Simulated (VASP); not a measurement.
# Al2InN3 (I-4m2) in VASP: notebook, part 2 of 2

VASP 6.6.1. The steps go on from the part before.

### 3 Relaxation of cell and atoms, PBE

This run uses another cell than the first one, of 12.25 Å³/atom, 1.003 times its volume.

INCAR

```
SYSTEM = Al2InN3
  PREC = Accurate
  ENCUT = 520
  EDIFF = 1E-7
  ISMEAR = 0
  SIGMA = 0.03
  LREAL = .FALSE.
  LASPH = .TRUE.
  NELM = 120
  ALGO = Normal
  ISIF = 3
  LWAVE = .FALSE.
  LCHARG = .FALSE.
  GGA = PE
  IBRION = 2
  NSW = 60
  EDIFFG = -0.005
  POTIM = 0.3
  KPAR = 4
```

KPOINTS

```
regular mesh
0
G
  10 10 10
  0 0 0
```

POSCAR

```
Al2InN3                                 
1.0
   -1.6287382705      1.6287382705      6.9292867041
    1.6287382705     -1.6287382705      6.9292867041
    1.6287382705      1.6287382705     -6.9292867041
  Al              In              N             
     2     1     3
Direct
     0.6749547312387475    0.6749547312387475    0.0000000000000000
     0.3250452687612525    0.3250452687612525    0.0000000000000000
     0.0000000000000000    0.0000000000000000    1.0000000000000000
     0.3983377930565962    0.8983377930565962    0.5000000000000000
     0.1016622069434038    0.6016622069434038    0.5000000000000000
     0.7500000000000000    0.2500000000000000    0.5000000000000000
```

Potentials or basis: VASP PAW PBE potentials, release 64 (Al, In_d, N).

Started as:

```bash
$ cat potpaw_PBE.64/Al/POTCAR potpaw_PBE.64/In_d/POTCAR potpaw_PBE.64/N/POTCAR > POTCAR
$ mpirun -np 4 vasp_std > vasp.out
```

OUTCAR:

```text
SYSTEM = Al2InN3
   PREC = Accurate
   ENCUT = 520
   EDIFF = 1E-7
   ISMEAR = 0
   LREAL = .FALSE.
   LASPH = .TRUE.
   NELM = 120
   ISIF = 3
   GGA = PE
   IBRION = 2
   NSW = 60
   EDIFFG = -0.005
   POTIM = 0.3

 ion  position               nearest neighbor table
   1  0.675  0.675  0.000-   5 1.92   5 1.92   6 1.93   6 1.93   2 3.10   2 3.10   2 3.10   2 3.10
                             3 3.34   3 3.34   3 3.34   3 3.34
   2  0.325  0.325  0.000-   4 1.92   4 1.92   6 1.93   6 1.93   1 3.10   1 3.10   1 3.10   1 3.10
                             3 3.34   3 3.34   3 3.34   3 3.34
   3  0.000  0.000  0.000-   4 2.15   5 2.15   5 2.15   4 2.15   2 3.34   1 3.34   1 3.34   1 3.34
                             2 3.34   2 3.34   1 3.34   2 3.34
   4  0.398  0.898  0.500-   2 1.92   2 1.92   3 2.15   3 2.15
   5  0.102  0.602  0.500-   1 1.92   1 1.92   3 2.15   3 2.15
   6  0.750  0.250  0.500-   2 1.93   1 1.93   2 1.93   1 1.93

  LATTYP: Found a body centered tetragonal cell.
 ALAT       =     3.2574765410
 C/A-ratio  =     4.2543893206

  Lattice vectors:

 A1 = (  -1.6287382705,   1.6287382705,   6.9292867041)
 A2 = (   1.6287382705,  -1.6287382705,   6.9292867041)
 A3 = (   1.6287382705,   1.6287382705,  -6.9292867041)

Analysis of symmetry for initial positions (statically):
=====================================================================
 Subroutine PRICEL returns:
 Original cell was already a primitive cell.

 Routine SETGRP: Setting up the symmetry group for a
 body centered tetragonal supercell.

 Subroutine GETGRP returns: Found  8 space group operations
 (whereof  8 operations were pure point group operations)
 out of a pool of 16 trial point group operations.

The static configuration has the point symmetry D_2d.

Analysis of symmetry for dynamics (positions and initial velocities):
=====================================================================
 Subroutine PRICEL returns:
 Original cell was already a primitive cell.

 Routine SETGRP: Setting up the symmetry group for a
 body centered tetragonal supercell.

 Subroutine GETGRP returns: Found  8 space group operations
 (whereof  8 operations were pure point group operations)
 out of a pool of 16 trial point group operations.

The dynamic configuration has the point symmetry D_2d.

 Subroutine INISYM returns: Found  8 space group operations
 (whereof  8 operations are pure point group operations),
 and found     1 'primitive' translations

----------------------------------------------------------------------------------------

                                     Primitive cell

  volume of cell :      73.5277

  direct lattice vectors                    reciprocal lattice vectors
    -1.628738270  1.628738270  6.929286704     0.000000000  0.306986094  0.072157499
     1.628738270 -1.628738270  6.929286704     0.306986094  0.000000000  0.072157499
     1.628738270  1.628738270 -6.929286704     0.306986094  0.306986094  0.000000000

  length of vectors
     7.302094969  7.302094969  7.302094969     0.315352448  0.315352448  0.434143898

  position of ions in fractional coordinates (direct lattice)
     0.674954731  0.674954731  0.000000000
[... 66 lines left out ...]
  0.400000  0.300000  0.000000     16.000000
 [... further k-points ...]
   k-points           NKPTS =    102   k-points in BZ     NKDIM =    102   number of bands    NBANDS=     21
   number of dos      NEDOS =    301   number of ions     NIONS =      6
   total plane-waves  NPLWV = 157464
   dimension x,y,z NGX =    54 NGY =   54 NGZ =   54
   dimension x,y,z NGXF=   108 NGYF=  108 NGZF=  108
   ions per type =               2   1   3
   NGX,Y,Z   is equivalent  to a cutoff of  12.29, 12.29, 12.29 a.u.
   NGXF,Y,Z  is equivalent  to a cutoff of  24.59, 24.59, 24.59 a.u.
 SYSTEM =  Al2InN3
   PREC   = accura    normal or accurate (medium, high low for compatibility)
   ISTART =      0    job   : 0-new  1-cont  2-samecut
   ICHARG =      2    charge: 1-file 2-atom 10-const
   ISPIN  =      1    spin polarized calculation?
   LNONCOLLINEAR =      F non collinear calculations
   LSORBIT =      F    spin-orbit coupling
   LASPH  =      T    aspherical Exc in radial PAW
   ENCUT  =  520.0 eV  38.22 Ry    6.18 a.u.  13.58 13.58 13.58*2*pi/ulx,y,z
   NELM   =    120;   NELMIN=  2; NELMDL= -5     # of ELM steps
   EDIFF  = 0.1E-06   stopping-criterion for ELM
   LREAL  =      F    real-space projection
   EDIFFG = -.5E-02   stopping-criterion for IOM
   NSW    =     60    number of steps for IOM
   IBRION =      2    ionic relax: 0-MD 1-quasi-New 2-CG
   NFREE  =      1    steps in history (QN), initial steepest desc. (CG)
   ISIF   =      3    stress and relaxation
   ISYM   =      2    0-nonsym 1-usesym 2-fastsym
   POTIM  = 0.3000    time-step for ionic-motion
   TEBEG  =    0.0;   TEEND  =   0.0 temperature during run
   PSTRESS=    0.0 pullay stress
   NELECT =      34.0000    total number of electrons
   NUPDOWN=      -1.0000    fix difference up-down
   EMIN   =  10.00;   EMAX   =-10.00  energy-range for DOS
   EFERMI =   0.00;   METHOD = LEGACY
   ISMEAR =     0;   SIGMA  =   0.03  broadening in eV -4-tet -1-fermi 0-gaus
   EFERMI_NEDOS =   21; number of points for ismear=-14 and -15
   IALGO  =     38    algorithm
   IMIX   =      4    mixing-type and parameters
     AMIX     =   0.40;   BMIX     =  1.00
     AMIX_MAG =   1.60;   BMIX_MAG =  1.00
  volume/ion in A,a.u.               =      12.25        82.70
  Fermi-wavevector in a.u.,A,eV,Ry     =   1.265953  2.392303 21.805185  1.602636
  Thomas-Fermi vector in A             =   2.399179
   LORBIT       =      0    0 simple, 1 ext, 2 COOP (PROOUT), +10 PAW based schemes
   GGA     = PE    functional components
   LHFCALC =     F    Hartree Fock is set to
   AEXX    =    0.0000 exact exchange contribution
   IVDW    =     0    specifies the selected vdW correction
   LEPSILON=     F    determine dielectric tensor
   LRPA    =     F    only Hartree local field effects (RPA)
 conjugate gradient relaxation of ions
 non-spin polarized calculation
 Gauss-broadening in eV      SIGMA  =   0.03
  energy-cutoff  :      520.00
  volume of cell :       73.53
 maximum number of plane-waves:      2007
   NGX = 27   NGY = 27   NGZ = 27

--------------------------------------- Ionic step        1  -------------------------------------------

 number of electron      33.9999997 magnetization

 Free energy of the ion-electron system (eV)
  ---------------------------------------------------
  ext. energy  EPLUGINS =         0.00000000
  ---------------------------------------------------
  free energy    TOTEN  =       -40.03030068 eV

  energy without entropy =      -40.03030068  energy(sigma->0) =      -40.03030068

------------------------ aborting loop because EDIFF is reached ----------------------------------------

  FORCE on cell =-STRESS in cart. coord.  units (eV):
  Direction    XX          YY          ZZ          XY          YZ          ZX
  --------------------------------------------------------------------------------------
  -------------------------------------------------------------------------------------
  Total       -0.0308451     -0.0308451      0.0426665      0.0000000      0.0000000      0.0000000
  in kB       -0.6721172     -0.6721172      0.9297082      0.0000000      0.0000000      0.0000000
  external PRESSURE =      -0.1381754 kB  Pullay stress =       0.0000000 kB
[... 147 lines left out ...]
--------------------------------------- Ionic step        5  -------------------------------------------

 number of electron      33.9999997 magnetization

 Free energy of the ion-electron system (eV)
  ---------------------------------------------------
  ext. energy  EPLUGINS =         0.00000000
  ---------------------------------------------------
  free energy    TOTEN  =       -40.03036153 eV

  energy without entropy =      -40.03036153  energy(sigma->0) =      -40.03036153

 E-fermi :   6.4748     XC(G=0): -10.8247

 val. band max:        6.3112629843   @ k =   0.0000   0.0000   0.0000
 cond. band min:       7.9435810081   @ k =   0.0000   0.0000   0.0000
 fundamental gap:      1.6323180239
 Fermi energy:         6.4747684418

 k-point     1 :       0.0000    0.0000    0.0000
  band No.  band energies     occupation
      1      -8.6370      2.00000
      2      -8.1564      2.00000
      3      -6.8132      2.00000
      4      -6.6924      2.00000
      5      -6.6924      2.00000
      6      -6.6865      2.00000
[... 565 lines left out ...]
     20      12.4282      0.00000
     21      13.0448      0.00000

 [... further k-points ...]

------------------------ aborting loop because EDIFF is reached ----------------------------------------

  FORCE on cell =-STRESS in cart. coord.  units (eV):
  Direction    XX          YY          ZZ          XY          YZ          ZX
  --------------------------------------------------------------------------------------
  -------------------------------------------------------------------------------------
  Total       -0.0178830     -0.0178830     -0.0218693      0.0000000     -0.0000000      0.0000000
  in kB       -0.3895834     -0.3895834     -0.4764261      0.0000000     -0.0000000      0.0000000
  external PRESSURE =      -0.4185310 kB  Pullay stress =       0.0000000 kB
[... 21 lines left out ...]
  FREE ENERGIE OF THE ION-ELECTRON SYSTEM (eV)
  ---------------------------------------------------
  free  energy   TOTEN  =       -40.0303615271 eV

  energy  without entropy=      -40.0303615271  energy(sigma->0) =      -40.03036153

 reached required accuracy - stopping structural energy minimisation
```

It took 14 min on 4 MPI ranks of Intel Xeon Platinum 8259CL at 2.50GHz (Skylake/Cascade Lake), shared host; peak memory 0.54 GiB.

What came out:

- Free energy: -40.0304 eV
- Relaxed volume: 12.26 Å³/atom
- Relaxed cell: a = 7.311 Å, b = 7.311 Å, c = 7.311 Å, α = 154.27°, β = 154.27°, γ = 36.70°
- Space group after relaxing (to 0.05 Å): I-4m2 (No. 119)
- Energy gained by relaxing: 0.0 meV/atom
- Ionic steps: 5
- Pressure after relaxing: 0.0 GPa
- Band gap on the k mesh: 1.63 eV, direct

Forces on the atoms (eV/Å):
```
Al   0.000  0.000  0.001
Al   0.000  0.000 -0.001
In   0.000  0.000  0.000
N    0.000  0.000 -0.002
N    0.000  0.000  0.002
N    0.000  0.000  0.000
```

Final structure:
```
CELL_PARAMETERS angstrom
-1.62774 1.62774 6.93933
1.62774 -1.62774 6.93933
1.62774 1.62774 -6.93933
ATOMIC_POSITIONS crystal
Al 0.67488 0.67488 0.00000
Al 0.32512 0.32512 0.00000
In 0.00000 0.00000 0.00000
N 0.39844 0.89844 0.50000
N 0.10156 0.60156 0.50000
N 0.75000 0.25000 0.50000
```

Levels at points of the mesh, in eV from the valence-band top:
```
           k point  band 13  band 14  band 15  band 16  band 17  band 18  band 19  band 20  band 21
(0.00, 0.00, 0.00)    -1.60    -1.60    -0.62     0.00     0.00     1.63     4.24     4.64     7.61
(0.50, 0.00, 0.00)    -2.06    -1.30    -1.27    -0.76    -0.17     4.41     4.97     6.88     7.31
(0.50, 0.50, 0.00)    -2.90    -2.70    -2.65    -2.03    -2.00     2.96     4.64     5.11     6.21
(0.50, 0.50, 0.50)    -2.07    -1.13    -1.13    -0.27    -0.27     3.15     3.38     4.65     7.21
```

Caveat: spin-orbit coupling is left out, which moves the levels of the heavy elements. A k mesh can miss the band edges.
